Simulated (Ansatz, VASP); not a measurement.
## One calculation of Ta2AlN3, two programs

```
Ta Al N
1.0
     5.48333    0.00000    0.00000
    -2.74167    4.74871    0.00000
     0.00000    0.00000    3.07198
Ta Al N
2 1 3
Direct
  0.33333 0.66667 0.50000
  0.66667 0.33333 0.50000
  0.00000 0.00000 0.00000
  0.39285 0.00000 0.00000
  0.60715 0.60715 0.00000
  0.00000 0.39285 0.00000
```

Alike in both runs: task single point; functional PBE; k mesh 6 × 6 × 6; occupations gaussian, width 0.1 eV; no spin polarisation.

```csv
,VASP,Ansatz
version,VASP 6.6.1,Ansatz 0.2.0
potentials or method,"VASP PAW PBE potentials, release 64 (Ta_pv, Al, N)","scalar-relativistic, plane waves, PAW"
plane-wave cutoff (eV),520,420
valence electrons in the cell,40,44
```

|  | VASP | Ansatz | Ansatz less VASP |
| --- | --- | --- | --- |
| gap on the k mesh at the Fermi level (eV) | none | none | - |
| rms of the force components (eV/Å) | 0.205 | 0.193 | -0.0125 |

Atom by atom the forces differ by 0.012 eV/Å (rms over components). A gap of «none» marks a metal or a gap that the smearing closes. The two sets of potentials don't hold the same shells in valence.

 The runs have no spin-orbit coupling, so splittings on Ta are missing.
